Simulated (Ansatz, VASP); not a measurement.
# GaHNF (F-GaN-H chair monolayer) in two plane-wave programs

Wanted: the spread between two codes on one cell, functional and k mesh. The cell is taken from a series of runs on this material, whose earlier steps may have relaxed, scaled, displaced or heated it; both programs get it as it stands.

Main program and level: Ansatz 0.2.0; plane waves, with VASP 6.6.1 beside it; PBE with D3(BJ).

### Step 1. The structure

The cell holds 4 atoms: 1 H, 1 N, 1 Ga and 1 F. Cell: a = 3.248 Å, b = 3.248 Å, c = 21.428 Å, α = 90.0°, β = 90.0°, γ = 120.0°. Vacuum lies along c.

As a file:

```cif
data_structure
_symmetry_space_group_name_H-M 'P 1'
_symmetry_Int_Tables_number 1
_cell_length_a 3.2481
_cell_length_b 3.2481
_cell_length_c 21.4276
_cell_angle_alpha 90.000
_cell_angle_beta 90.000
_cell_angle_gamma 120.000
_cell_volume 195.78
loop_
_atom_site_label
_atom_site_type_symbol
_atom_site_fract_x
_atom_site_fract_y
_atom_site_fract_z
_atom_site_occupancy
H1 H 0.66667 0.33333 0.42002 1
N2 N 0.66667 0.33333 0.46789 1
Ga3 Ga 0.33333 0.66667 0.49916 1
F4 F 0.33333 0.66667 0.57998 1
```

### Step 2. VASP: single point, PBE with D3(BJ)

A single point takes one fixed geometry, so differences don't come from the geometry; what else differs is listed under the comparison.

Lines of VASP's logs that name or quote its potential files are left out, and so is its time.

Contents of INCAR:

```
SYSTEM = GaHNF
PREC = Accurate
ENCUT = 520
EDIFF = 1E-06
NELM = 120
ISMEAR = -1
SIGMA = 0.02585
LREAL = .FALSE.
ALGO = Normal
GGA = PE
IVDW = 12
NBANDS = 19
LORBIT = 11
LWAVE = .FALSE.
LCHARG = .FALSE.
ISIF = 2
LDIPOL = .TRUE.
IDIPOL = 3
DIPOL = 0.5 0.5 0.491
LVHAR = .TRUE.
LASPH = .TRUE.
GGA_COMPAT = .FALSE.
EFERMI = MIDGAP
NELMDL = -8
```

Contents of POSCAR:

```
GaHNF
1.0
    3.2480872887      0.0000000000      0.0000000000
   -1.6240436444      2.8129261057      0.0000000000
    0.0000000000      0.0000000000     21.4276311444
H N Ga F
1 1 1 1
Direct
    0.6666666667      0.3333333333      0.4200184304
    0.6666666667      0.3333333333      0.4678944960
    0.3333333334      0.6666666666      0.4991640890
    0.3333333334      0.6666666666      0.5799815696
```

Contents of KPOINTS:

```
Automatic mesh
0
Gamma
18 18 1
0 0 0
```

PAW data sets: H, N, Ga_d and F (PBE family, release 64).

Launch:

```
> mpirun -np 1 vasp_std
```

Numbers of over 12 decimals in the logs are rounded to 6 here.

The log of the run:

```text
[banner, memory and clock lines left out]
running    1 mpi-ranks, on    1 nodes
 distrk:  each k-point on    1 cores,    1 groups
 distr:  one band on    1 cores,    1 groups

 POSCAR found type information on POSCAR H N GaF
 POSCAR found :  4 types and       4 ions
 LDA part: xc-table for (Slater+PW92), standard interpolation
 POSCAR, INCAR and KPOINTS ok, starting setup
 FFT: planning ... GRIDC
 FFT: planning ... GRID_SOFT
 FFT: planning ... GRID
 WAVECAR not read
 entering main loop
       N       E                     dE             d eps       ncg     rms          rms(c)
DAV:   1     0.235842722041E+03    0.23584E+03   -0.11621E+04  1414   0.122E+03
DAV:   2     0.138665623155E+02   -0.22198E+03   -0.21200E+03  1900   0.298E+02
DAV:   3    -0.223396882065E+02   -0.36206E+02   -0.36053E+02  1608   0.130E+02
DAV:   4    -0.237864793273E+02   -0.14468E+01   -0.14448E+01  2129   0.320E+01
DAV:   5    -0.237978033644E+02   -0.11324E-01   -0.11322E-01  1602   0.251E+00
DAV:   6    -0.237981911620E+02   -0.38780E-03   -0.38779E-03  2100   0.465E-01
DAV:   7    -0.237981956690E+02   -0.45070E-05   -0.45070E-05  1679   0.464E-02
DAV:   8    -0.237981959460E+02   -0.27709E-06   -0.27707E-06  1842   0.103E-02    0.966E+00
DAV:   9    -0.206015282446E+02    0.31967E+01   -0.11960E+01  2252   0.469E+01    0.337E+00
DAV:  10    -0.205301958279E+02    0.71332E-01   -0.10976E+00  1745   0.842E+00    0.261E+00
DAV:  11    -0.203870605771E+02    0.14314E+00   -0.37003E-01  1847   0.677E+00    0.795E-01
DAV:  12    -0.203633053782E+02    0.23755E-01   -0.10752E-01  2000   0.441E+00    0.348E-01
DAV:  13    -0.203631908568E+02    0.11452E-03   -0.97704E-03  1707   0.831E-01    0.239E-01
DAV:  14    -0.203597657463E+02    0.34251E-02   -0.10599E-02  1772   0.707E-01    0.141E-01
[...]
DAV:  19    -0.203619432639E+02   -0.15117E-03   -0.67944E-05  1663   0.638E-02    0.880E-03
DAV:  20    -0.203620046304E+02   -0.61366E-04   -0.83692E-06  1601   0.233E-02    0.330E-03
DAV:  21    -0.203621283571E+02   -0.12373E-03   -0.11910E-05  1478   0.158E-02    0.276E-03
DAV:  22    -0.203621597287E+02   -0.31372E-04   -0.25006E-06  1269   0.173E-02    0.211E-03
DAV:  23    -0.203621977206E+02   -0.37992E-04   -0.37397E-06  1210   0.128E-02    0.257E-03
DAV:  24    -0.203622035130E+02   -0.57925E-05   -0.27434E-07  1381   0.377E-03    0.926E-04
DAV:  25    -0.203622097769E+02   -0.62639E-05   -0.40585E-07  1225   0.485E-03    0.845E-04
DAV:  26    -0.203622103337E+02   -0.55679E-06   -0.57364E-08  1384   0.221E-03
   1 F= -.20663129E+02 E0= -.20663129E+02  d E =-.331500E-21
```

From OUTCAR (step 2):

```text
ion  position               nearest neighbor table
   1  0.667  0.333  0.420-   2 1.03
   2  0.667  0.333  0.468-   1 1.03   3 1.99   3 1.99   3 1.99
   3  0.333  0.667  0.499-   4 1.73   2 1.99   2 1.99   2 1.99
   4  0.333  0.667  0.580-   3 1.73

  LATTYP: Found a hexagonal cell.
 ALAT       =     3.2480872887
 C/A-ratio  =     6.5969997847

 Subroutine GETGRP returns: Found  6 space group operations
 (whereof  6 operations were pure point group operations)

The static configuration has the point symmetry C_3v.

 Found     37 irreducible k-points:

   k-points           NKPTS =     37   k-points in BZ     NKDIM =     37   number of bands    NBANDS=     19

   dimension x,y,z NGX =    24 NGY =   24 NGZ =  160
   dimension x,y,z NGXF=    48 NGYF=   48 NGZF=  320

   ENCUT  =  520.0 eV  38.22 Ry    6.18 a.u.   6.04  6.04 39.84*2*pi/ulx,y,z

   NELECT =      26.0000    total number of electrons

 k-points in reciprocal lattice and weights: Automatic mesh
   0.00000000  0.00000000  0.00000000       0.003
   0.05555556  0.00000000  0.00000000       0.019
   0.11111111  0.00000000  0.00000000       0.019
   0.16666667  0.00000000  0.00000000       0.019
   0.22222222  0.00000000  0.00000000       0.019
   0.27777778 -0.00000000  0.00000000       0.019
   0.33333333 -0.00000000  0.00000000       0.019
   0.38888889 -0.00000000  0.00000000       0.019
   0.44444444  0.00000000  0.00000000       0.019
[...]
0.33333333  0.27777778  0.00000000       0.037
   0.33333333  0.33333333  0.00000000       0.006

 dipolmoment           0.000000      0.000000      0.371132 electrons x Angstroem

 average (electrostatic) potential at core
       1 -43.8702       2 -73.0878       3 -73.7090       4 -81.6066

 E-fermi :  -4.3455

 k-point     1 :       0.0000    0.0000    0.0000
  band No.  band energies     occupation
    ...
      9      -7.3104      2.00000
     10      -6.1793      2.00000
     11      -6.1793      2.00000
     12      -5.4971      2.00000
     13      -5.4971      2.00000
     14      -3.1939      0.00000
     15      -1.6647      0.00000
     16      -0.8933      0.00000
     17       0.5177      0.00000
     18       1.6715      0.00000
    ...

 k-point     2 :       0.0556    0.0000    0.0000
  band No.  band energies     occupation
    ...
      9      -7.3287      2.00000
     10      -6.3334      2.00000
     11      -6.2190      2.00000
     12      -5.5778      2.00000
     13      -5.5032      2.00000
     14      -3.0604      0.00000
     15      -1.5687      0.00000
     16      -0.8162      0.00000
     17       0.5748      0.00000
     18       1.7234      0.00000
    ...

 k-point     3 :       0.1111    0.0000    0.0000
  band No.  band energies     occupation
    ...
      9      -7.4225      2.00000
     10      -6.7217      2.00000
     11      -6.3316      2.00000
     12      -5.7282      2.00000
     13      -5.5206      2.00000
     14      -2.7569      0.00000
     15      -1.3068      0.00000
     16      -0.5874      0.00000
     17       0.7409      0.00000
     18       1.8631      0.00000
    ...

 Edisp (eV)   -0.30092

  Total      -0.10631    -0.10631     0.34144     0.00000     0.00000     0.00000
  in kB      -0.86998    -0.86998     2.79428     0.00000     0.00000     0.00000
  external pressure =        0.35 kB  Pullay stress =        0.00 kB

  energy-cutoff  :      520.00
  volume of cell :      195.78
      direct lattice vectors                 reciprocal lattice vectors
     3.248087289  0.000000000  0.000000000     0.307873499  0.177750848  0.000000000
    -1.624043644  2.812926106  0.000000000     0.000000000  0.355501696  0.000000000
     0.000000000  0.000000000 21.427631144     0.000000000  0.000000000  0.046668714

 POSITION                                       TOTAL-FORCE (eV/Angst)
 -----------------------------------------------------------------------------------
      1.62404      0.93764      9.00000        -0.000000     -0.000000     -0.009350
      1.62404      0.93764     10.02587        -0.000000     -0.000000     -0.031577
      0.00000      1.87528     10.69590         0.000000      0.000000     -0.139193
      0.00000      1.87528     12.42763        -0.000000     -0.000000      0.180120
 -----------------------------------------------------------------------------------
    total drift:                               -0.000002     -0.000002      0.002104

  FREE ENERGIE OF THE ION-ELECTRON SYSTEM (eV)
  ---------------------------------------------------
  free  energy   TOTEN  =       -20.6631294536 eV

  energy  without entropy=      -20.6631294536  energy(sigma->0) =      -20.66312945

 vacuum level on the upper side and lower side of the slab         5.541        -1.810

 total charge
# of ion       s       p       d       tot
------------------------------------------
    1        0.641   0.082   0.000   0.722
    2        1.225   2.576   0.000   3.801
    3        0.758   0.852  10.207  11.817
    4        1.746   4.315   0.000   6.062
--------------------------------------------------
tot          4.370   7.825  10.207  22.403

[... 3 further parts left out ...]
```

### Step 3. Ansatz: single point, PBE with D3(BJ)

Ansatz runs on its PAW soft_1 files.

The same cell, functional, mesh and smearing now go to Ansatz, which takes its cutoff from its data sets.

Contents of input.yaml:

```yaml
crystal:
  lattice:
    - [3.2480872887, 0.0, 0.0]
    - [-1.6240436444, 2.8129261057, 0.0]
    - [0.0, 0.0, 21.4276311444]
  atoms:
    - { symbol: H, position: [0.6666666667, 0.3333333333, 0.4200184304] }
    - { symbol: "N", position: [0.6666666667, 0.3333333333, 0.467894496] }
    - { symbol: Ga, position: [0.3333333333, 0.6666666667, 0.499164089] }
    - { symbol: F, position: [0.3333333333, 0.6666666667, 0.5799815696] }
kpoints:
  mp_grid: { grid: [18, 18, 1] }
  band_path:
    path: [[0, 0, 0], [0.5, 0, 0], [0.33333333, 0.33333333, 0], [0, 0, 0]]
    npoints: 16
hamiltonian:
  xc: pbe
  dispersion: d3bj
  pseudopotentials: { kind: paw, azcp: { folder: soft_1 } }
scf:
  occupations: { method: fermi_dirac, width: 0.02585 }
  convergence: { dr2_threshold: 1.0e-10 }
efield:
  axis: 3
  dipole_correction: true
  ramp_position: 0.97
  ramp_width: 0.06
  amplitude: 0
output:
  dos: { projected: true, e_range: [-6, 5] }
  write_potential: true
  write_density: true
  volumetric_format: npy
  elf: true
```

Launch:

```
> ansatz run input.yaml --threads 2 --pin off --max-ram 3072MiB --backend cpu --events-out ev --progress --plain --runs-dir out
```

The log of the run:

```text
Engine: ansatz 0.2.0, aarch64-unknown-linux-gnu
Pseudopotentials: kind: paw
Pseudopotential: H, paw, valence charge 1, recommended cutoff 420 eV (normal), soft_1/H.paw.azcp
Pseudopotential: N, paw, valence charge 5, recommended cutoff 420 eV (normal), soft_1/N.paw.azcp
Pseudopotential: Ga, paw, valence charge 13, recommended cutoff 420 eV (normal), soft_1/Ga.paw.azcp
Pseudopotential: F, paw, valence charge 7, recommended cutoff 420 eV (normal), soft_1/F.paw.azcp
Functional definition: PBE
  parameter kappa = 0.804
  parameter beta = 0.066725
  exchange = pbe_x(kappa = kappa, mu = beta*pi^2/3)
  correlation = pbe_c(beta = beta)
Crystal: 4 atoms, lattice volume = 195.776 Å³
Basis set: ecut = 420 eV, 3875 PW (Γ)
Bands: 17, of which v1, the nominal top of the filled ones, is band 13 counted from 1 (12 counted from 0)
Symmetry: 6 space group operations
Space group: P3m1 (ITA 156), of the structure as read, at distance tolerance 5.8e-5 Å
k-points: 37 of 324 (time reversal used)
Non-local potential: H, projectors of the file, l = 0: 2, l = 1: 1
Non-local potential: N, projectors of the file, l = 0: 2, l = 1: 2, l = 2: 1
Non-local potential: Ga, projectors of the file, l = 0: 2, l = 1: 2, l = 2: 3, l = 3: 1
Non-local potential: F, projectors of the file, l = 0: 2, l = 1: 2, l = 2: 1
PAW form: soft (Blöchl's): semilocal exchange-correlation on the pseudo side does not see the compensation charge
PAW one-centre angular grid: H, 110 points (default); XC on 64 Gauss nodes
PAW one-centre angular grid: N, 110 points (default); XC on 64 Gauss nodes
PAW one-centre angular grid: Ga, 590 points (default); XC on 64 Gauss nodes
PAW one-centre angular grid: F, 110 points (default); XC on 64 Gauss nodes
Initial density: superposition of atomic densities (neutral atoms: chi_scale 0, normalization atom)
Initial wavefunctions: pseudopotential atomic-orbital guess
Functional: x = pbe(κ = 0.804, μ = 0.219515), c = pbe(β = 0.066725)
SCF iter   1: F=—  HF=-4996.007427 eV  |F-HF|=—  |Δ(HF+E_count)|=         —  Δρ=6.94e-2  dr2=1.06e1  ethr=3.10e-3  p=0.000 e·Å  D=5.81e-8 V/Å  ΔV_dip=-0.00 eV  dr2_dipole=3.54e-1  V_vac-E_F(+/−)=8.35/8.35 eV  ⟨swp⟩=7.1  Hψ=3775  notcnv=0
efield: sawtooth ramp at fractional position 0.9700 (set: `efield.ramp_position`, or a place that a band, a saddle search or an elastic batch's reference lends), width 0.0600; the density the first Hamiltonian is built on has a dipole p = 0.000 e·Å; the dipole correction subtracts the counter field D = 5.81e-8 V/Å, which shifts the + side's vacuum level by -0.00 eV against the − side's; the planar-averaged density in the ramp window peaks in size at 4.9e-6 e/Å³
preconditioner: auto → none  [insulator: Δε(μ)=5.096 eV  Ē_g=17.064 eV  σ=0.026 eV  W_gap=1.00  n_scr=12 (ndim 8)  ℏωp=13.5 eV  f_vac=0.721  D(μ)=0.00/eV (n_scr^D=0)  ε∞_Penn≈1.6]
SCF iter   2: F=—  HF=-4993.625733 eV  |F-HF|=—  |Δ(HF+E_count)|=    2.38e0  Δρ=5.17e-2  dr2=3.69e0  ethr=3.10e-3  p=-0.437 e·Å  D=-4.04e-1 V/Å  ΔV_dip=8.66 eV  dr2_dipole=1.82e-1  V_vac-E_F(+/−)=10.23/1.57 eV  ⟨swp⟩=5.5  Hψ=2128  notcnv=0
SCF iter   3: F=—  HF=-4992.842032 eV  |F-HF|=—  |Δ(HF+E_count)|=   7.84e-1  Δρ=1.57e-2  dr2=4.65e-1  ethr=3.10e-3  p=-0.239 e·Å  D=-2.20e-1 V/Å  ΔV_dip=4.72 eV  dr2_dipole=5.96e-2  V_vac-E_F(+/−)=8.67/3.95 eV  ⟨swp⟩=3.9  Hψ=1798  notcnv=0
SCF iter   4: F=—  HF=-4992.750353 eV  |F-HF|=—  |Δ(HF+E_count)|=   9.17e-2  Δρ=9.43e-3  dr2=1.12e-1  ethr=1.79e-3  p=-0.363 e·Å  D=-3.35e-1 V/Å  ΔV_dip=7.19 eV  dr2_dipole=1.74e-3  V_vac-E_F(+/−)=9.97/2.78 eV  ⟨swp⟩=3.4  Hψ=1426  notcnv=0
SCF iter   5: F=—  HF=-4992.735282 eV  |F-HF|=—  |Δ(HF+E_count)|=   1.51e-2  Δρ=2.30e-3  dr2=1.85e-2  ethr=4.30e-4  p=-0.390 e·Å  D=-3.61e-1 V/Å  ΔV_dip=7.73 eV  dr2_dipole=3.47e-3  V_vac-E_F(+/−)=10.04/2.30 eV  ⟨swp⟩=4.3  Hψ=1313  notcnv=0
SCF iter   6: F=—  HF=-4992.731327 eV  |F-HF|=—  |Δ(HF+E_count)|=   3.95e-3  Δρ=8.67e-4  dr2=2.16e-3  ethr=7.12e-5  p=-0.376 e·Å  D=-3.47e-1 V/Å  ΔV_dip=7.45 eV  dr2_dipole=3.71e-4  V_vac-E_F(+/−)=9.87/2.43 eV  ⟨swp⟩=3.8  Hψ=1096  notcnv=0
SCF iter   7: F=—  HF=-4992.730782 eV  |F-HF|=—  |Δ(HF+E_count)|=   5.45e-4  Δρ=2.21e-4  dr2=8.31e-5  ethr=8.29e-6  p=-0.366 e·Å  D=-3.39e-1 V/Å  ΔV_dip=7.25 eV  dr2_dipole=3.09e-6  V_vac-E_F(+/−)=9.78/2.53 eV  ⟨swp⟩=4.1  Hψ=1352  notcnv=0
SCF iter   8: F=—  HF=-4992.730783 eV  |F-HF|=—  |Δ(HF+E_count)|=   9.75e-7  Δρ=1.03e-4  dr2=4.47e-5  ethr=3.20e-7  p=-0.365 e·Å  D=-3.38e-1 V/Å  ΔV_dip=7.24 eV  dr2_dipole=8.81e-6  V_vac-E_F(+/−)=9.78/2.54 eV  ⟨swp⟩=2.1  Hψ=1143  notcnv=0
SCF iter   9: F=—  HF=-4992.730775 eV  |F-HF|=—  |Δ(HF+E_count)|=   7.98e-6  Δρ=1.94e-5  dr2=1.30e-6  ethr=1.72e-7  p=-0.367 e·Å  D=-3.39e-1 V/Å  ΔV_dip=7.27 eV  dr2_dipole=2.29e-7  V_vac-E_F(+/−)=9.79/2.52 eV  ⟨swp⟩=2.0  Hψ=841  notcnv=0
SCF iter  10: F=—  HF=-4992.730769 eV  |F-HF|=—  |Δ(HF+E_count)|=   5.65e-6  Δρ=3.44e-6  dr2=2.45e-8  ethr=4.99e-9  p=-0.367 e·Å  D=-3.39e-1 V/Å  ΔV_dip=7.26 eV  dr2_dipole=2.42e-9  V_vac-E_F(+/−)=9.79/2.52 eV  ⟨swp⟩=2.3  Hψ=1029  notcnv=0
SCF iter  11: F=—  HF=-4992.730769 eV  |F-HF|=—  |Δ(HF+E_count)|=  1.27e-11  Δρ=1.23e-6  dr2=2.28e-9  ethr=9.42e-11  p=-0.367 e·Å  D=-3.39e-1 V/Å  ΔV_dip=7.26 eV  dr2_dipole=4.74e-11  V_vac-E_F(+/−)=9.79/2.52 eV  ⟨swp⟩=2.3  Hψ=1145  notcnv=0
SCF iter  12: F=—  HF=-4992.730769 eV  |F-HF|=—  |Δ(HF+E_count)|=  2.57e-10  Δρ=3.76e-7  dr2=2.62e-10  ethr=8.76e-12  p=-0.367 e·Å  D=-3.39e-1 V/Å  ΔV_dip=7.26 eV  dr2_dipole=8.68e-13  V_vac-E_F(+/−)=9.79/2.52 eV  ⟨swp⟩=2.0  Hψ=1106  notcnv=0
SCF iter  13: F=-4992.730769 eV  HF=-4992.730769 eV  |F-HF|=3.27e-11  |Δ(HF+E_count)|=  1.64e-11  Δρ=1.57e-7  dr2=4.89e-11  ethr=1.00e-12  p=-0.367 e·Å  D=-3.39e-1 V/Å  ΔV_dip=7.26 eV  dr2_dipole=3.79e-17  V_vac-E_F(+/−)=9.79/2.52 eV  ⟨swp⟩=4.9  Hψ=2451  notcnv=0
SCF 1 converged in 13 iterations: F = -4992.730769 eV  dr2 = 4.89e-11
  greatest PAW one-centre occupation: 0.996 electrons in one spin orbital (limit 2), on the Ga atom at site 2 (counted from 0), in its partial waves of l = 2
NSCF: frozen V_eff on 49 k-points
efield: sawtooth ramp at fractional position 0.9700 (kept from the solve that this one continues, or follows in the run), width 0.0600; the density the first Hamiltonian is built on has a dipole p = -0.367 e·Å; the dipole correction subtracts the counter field D = -3.39e-1 V/Å, which shifts the + side's vacuum level by +7.26 eV against the − side's; the planar-averaged density in the ramp window peaks in size at 5.4e-6 e/Å³
WARN: The output density's exchange-correlation potential varies sharply where the density is thin. Do not read a vacuum level from v_tot or v_xc, or from such a field of the output density. On a cell that repeats whose density bears no net charge and no dipole along the vacuum's axis use v_es (v_loc + v_h of the components); under efield.dipole_correction with no amplitude use v_es + v_field, which holds any externa [...]
SCF converged after 13 iterations
Free energy (F): -4992.730769 eV
Harris-Foulkes:  -4992.730769 eV  (|F-HF|=3.27e-11)
Internal energy: -4992.730769 eV  (E = F + TS)
E sigma→0 (E₀):  -4992.730769 eV
Fermi energy:    -3.714978 eV
Dipole field:    D = -0.338910 V/Å  (p = -0.366676 e·Å, saw-weighted, corrected)
Work function:   Φ+ = 9.7867 eV   Φ− = 2.5248 eV
Levels:          The Fermi level and band energies are counted from a zero that moves with the ramp; work functions are not
--- Per-component energies (eV) ---
  E_band       = -351.959653
  E_kinetic    = 450.037536
  E_local      = -18890.604499  (includes V_loc(G=0)·N_el)
  E_nonlocal   = 33.618334
  E_hartree    = 9401.736143
  E_xc         = -206.588428
  E_vxc        = -238.929090  (∫ρ·V_xc dr)
  E_paw        = -2331.404951  (= ΣΔE_a)
  E_vpaw       = -511.919350  (= ΣTr[D̂ρ^β])
  E_aug_tail   = 0.000411  (compensation charges beyond the density's cutoff)
  E_efield     = 0.062135  (sawtooth field / dipole correction)
  E_vefield    = 2.364570  (∫n·V_field dr)
  E_ewald      = 6550.713490
  E_disp       = -0.300939  (pairwise vdW)
  E_smearing   = -0.000000  (= −TS)
  E_closure    = 0.000000  (closes the sum)
  Σ components = -4992.730769   (vs F -4992.730769, Δ=0.00e0)
--- Band table (eV; the first three rows and the last of 37) ---
  k-point 0: bands = [... 9 lower, -5.5802, -5.5802, -4.9235, -4.9235, -2.5735, -1.0540, -0.2278, 1.2943]
  k-point 1: bands = [... 9 lower, -5.7294, -5.6190, -5.0098, -4.9307, -2.4403, -0.9580, -0.1504, 1.3504]
  k-point 2: bands = [... 9 lower, -6.1179, -5.7292, -5.1667, -4.9503, -2.1373, -0.6958, 0.0785, 1.5129]
  k-point 36: bands = [... 9 lower, -8.5954, -6.6530, -5.6698, -5.6087, 2.7340, 3.0111, 3.0219, 3.1412]
```

### Step 4. Side by side

Known differences besides the potentials themselves: the cutoff is 420 eV in Ansatz and 520 eV in VASP. Total energies have different zeros and are not compared.

Compared:

```csv
quantity,Ansatz,VASP,difference
gap on the k mesh (eV),2.350,2.303,+0.047
```

A gap on the mesh is an upper bound, since the band edges may lie between its points. Where the cell holds vacuum, a pressure given here is an average over it and none of the material.

### Step 5. What came out

| Quantity | Value |
| --- | --- |
| difference in gap on the k mesh (single point, PBE with D3(BJ)) | 0.047 eV |

In words: The difference in gap on the k mesh is 0.047 eV (single point, PBE with D3(BJ)), within the 0.08 eV picked in this series as the mark of a large difference. Such differences can come from data sets, numerical settings and the points named under the comparisons, not from the functional's error against experiment.

[Lines on the potential files, build, host, timing and source positions are cut from VASP's logs without a mark.]

[Logs are printed without paths, hosts, clocks, repeated set-up lines and the standing remarks that a program may print on its own settings, such as how far it seeks lower states.]

[Hosts, paths, dates, database ids (printed as entryN), source tags and the programs' standing remarks are cut or masked in the printed files.]
